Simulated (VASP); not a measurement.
Output of a VASP run:

**OSZICAR**
```
...
DAV:  20    -0.286774372943E+02    0.28959E-03   -0.94399E-03  1040   0.882E-01    0.718E+00
DAV:  21    -0.286772663113E+02    0.17098E-03   -0.12911E-03   952   0.342E-01    0.784E-01
DAV:  22    -0.286772795459E+02   -0.13235E-04   -0.11188E-04  1048   0.974E-02    0.292E+00
DAV:  23    -0.286772597347E+02    0.19811E-04   -0.10429E-04   952   0.945E-02    0.959E-01
DAV:  24    -0.286772594927E+02    0.24196E-06   -0.22952E-06   816   0.110E-02
   1 F= -.22030424E+02 E0= -.22030424E+02  d E =-.220304E+02
       N       E                     dE             d eps       ncg     rms          rms(c)
DAV:   1    -0.295907673822E+02   -0.91351E+00   -0.53199E+01   656   0.786E+01    0.117E+03
DAV:   2    -0.280732646219E+02    0.15175E+01   -0.63088E+00   904   0.263E+01    0.251E+02
DAV:   3    -0.278584764627E+02    0.21479E+00   -0.15499E+00   688   0.901E+00    0.103E+02
DAV:   4    -0.278360875727E+02    0.22389E-01   -0.67753E-01  1112   0.748E+00    0.325E+01
DAV:   5    -0.278543718234E+02   -0.18284E-01   -0.58038E-01  1024   0.751E+00    0.103E+02
DAV:   6    -0.278343964503E+02    0.19975E-01   -0.16003E-01  1072   0.365E+00    0.131E+01
DAV:   7    -0.278324646932E+02    0.19318E-02   -0.93814E-03   768   0.975E-01    0.596E+00
DAV:   8    -0.278326564047E+02   -0.19171E-03   -0.10148E-03  1072   0.218E-01    0.370E+00
DAV:   9    -0.278327437597E+02   -0.87355E-04   -0.39933E-04   776   0.216E-01    0.232E+00
DAV:  10    -0.278327375944E+02    0.61652E-05   -0.12181E-04  1176   0.684E-02    0.175E-01
DAV:  11    -0.278327379896E+02   -0.39512E-06   -0.48610E-06   704   0.192E-02
   2 F= -.21861495E+02 E0= -.21861495E+02  d E =0.168929E+00
       N       E                     dE             d eps       ncg     rms          rms(c)
DAV:   1    -0.294537861427E+02   -0.16210E+01   -0.26016E+01   640   0.516E+01    0.886E+02
DAV:   2    -0.289666067496E+02    0.48718E+00   -0.12431E+01   832   0.381E+01    0.216E+01
DAV:   3    -0.289123888856E+02    0.54218E-01   -0.10813E+01   920   0.258E+01    0.353E+02
DAV:   4    -0.285095202317E+02    0.40287E+00   -0.45271E+00   952   0.188E+01    0.317E+01
DAV:   5    -0.285965790456E+02   -0.87059E-01   -0.86787E-01  1000   0.830E+00    0.183E+02
DAV:   6    -0.285057905407E+02    0.90789E-01   -0.74552E-01  1016   0.743E+00    0.164E+01
DAV:   7    -0.285067487438E+02   -0.95820E-03   -0.19523E-02   856   0.115E+00    0.886E+00
DAV:   8    -0.285069099004E+02   -0.16116E-03   -0.92362E-04  1040   0.229E-01    0.434E+00
DAV:   9    -0.285068927908E+02    0.17110E-04   -0.30215E-04   712   0.213E-01    0.465E-01
DAV:  10    -0.285068781053E+02    0.14685E-04   -0.10369E-04   832   0.830E-02    0.781E-01
DAV:  11    -0.285068784173E+02   -0.31199E-06   -0.71327E-06   824   0.234E-02
   3 F= -.22066651E+02 E0= -.22066651E+02  d E =-.362265E-01
       N       E                     dE             d eps       ncg     rms          rms(c)
DAV:   1    -0.285008813162E+02    0.59968E-02   -0.42209E-03   640   0.676E-01    0.102E+01
DAV:   2    -0.285007644736E+02    0.11684E-03   -0.10279E-03   808   0.334E-01    0.575E-01
DAV:   3    -0.285007687379E+02   -0.42644E-05   -0.91853E-04   920   0.250E-01    0.299E+00
DAV:   4    -0.285007338594E+02    0.34878E-04   -0.17438E-04   944   0.119E-01    0.104E+00
DAV:   5    -0.285007316362E+02    0.22232E-05   -0.17251E-05  1096   0.282E-02    0.661E-01
DAV:   6    -0.285007316414E+02   -0.51386E-08   -0.27086E-06   528   0.130E-02
   4 F= -.22066680E+02 E0= -.22066680E+02  d E =-.362553E-01
```

File OUTCAR:
```
------------------------ aborting loop because EDIFF is reached ----------------------------------------
  FORCE on cell =-STRESS in cart. coord.  units (eV):
  Direction    XX          YY          ZZ          XY          YZ          ZX
  --------------------------------------------------------------------------------------
  Total        6.4386227      6.4386227      6.4386227      0.0000000      0.0000000     -0.0000000
  in kB      300.2131161    300.2131161    300.2131161      0.0000000      0.0000000     -0.0000000
  external PRESSURE =       0.2131161 kB  Pullay stress =     300.0000000 kB
  volume of cell :       34.36
      direct lattice vectors                 reciprocal lattice vectors
     0.000000000  2.580365935  2.580365935    -0.193770966  0.193770966  0.193770966
     2.580365935  0.000000000  2.580365935     0.193770966 -0.193770966  0.193770966
     2.580365935  2.580365935 -0.000000000     0.193770966  0.193770966 -0.193770966
 POSITION                                       TOTAL-FORCE (eV/Angst)
 -----------------------------------------------------------------------------------
      2.58037      5.16073      2.58037         0.000000      0.000000     -0.000000
      1.29018      1.29018      1.29018        -0.000000     -0.000000      0.000000
      3.87055      3.87055      3.87055         0.000000      0.000000     -0.000000
 -----------------------------------------------------------------------------------
    total drift:                               -0.000000     -0.000000      0.000000
  FREE ENERGIE OF THE ION-ELECTRON SYSTEM (eV)
  ---------------------------------------------------
  free  energy   TOTEN  =       -28.5007316414 eV

  energy  without entropy=      -28.5007316414  energy(sigma->0) =      -28.50073164
  enthalpy is  TOTEN    =       -22.0666796239 eV   P V=        6.4340520175

 reached required accuracy - stopping structural energy minimisation
```
(Selected blocks of OUTCAR.)

POSCAR:
```
CeO2
1
    0.0000000000     2.6085034450     2.6085034450
    2.6085034450     0.0000000000     2.6085034450
    2.6085034450     2.6085034450     0.0000000000
Ce O
1 2
Direct
  0.0000000000   0.0000000000   0.0000000000
  0.2500000000   0.2500000000   0.2500000000
  0.7500000000   0.7500000000   0.7500000000
```

**Question.** Write an INCAR and KPOINTS that could have produced this output.

**Answer.** One answer among several that fit: the input of the run itself, LDA (Ceperley-Alder, Perdew-Zunger), plane waves, VASP's LDA PAW potentials (set 64).

INCAR:
```
! general
SYSTEM  = CeO2
PREC    = Accurate
ENCUT   = 620   ! plane-wave cut-off (eV)
LREAL   = .FALSE.
LASPH   = .TRUE.   ! aspherical one-centre terms

! electronic loop
EDIFF   = 1E-6   ! SCF stop (eV)
NELM    = 100
ALGO    = Normal   ! blocked Davidson
LMAXMIX = 6   ! l cut-off of mixed one-centre charges

! smearing
ISMEAR  = 0   ! Gaussian
SIGMA   = 0.05   ! width (eV)

! ions
IBRION  = 2   ! conjugate gradients
NSW     = 40   ! most ionic steps
ISIF    = 3
EDIFFG  = -0.02   ! ionic stop
PSTRESS = 300

! output
LWAVE   = .FALSE.
LCHARG  = .FALSE.
```

### KPOINTS
```
Automatic mesh
0
Gamma
7 7 7
0 0 0
```

POTCAR, in this order: Ce O (LDA.64 set). Program: vasp_std.

Energy and stress use the plane-wave basis of the starting cell.

The compound is CeO2 in the fluorite structure. This run relaxes it under an external pressure of 30 GPa. Symmetry was kept, so distortions that lower it aren't found. The run is not spin-polarised, so no magnetic state was tried.
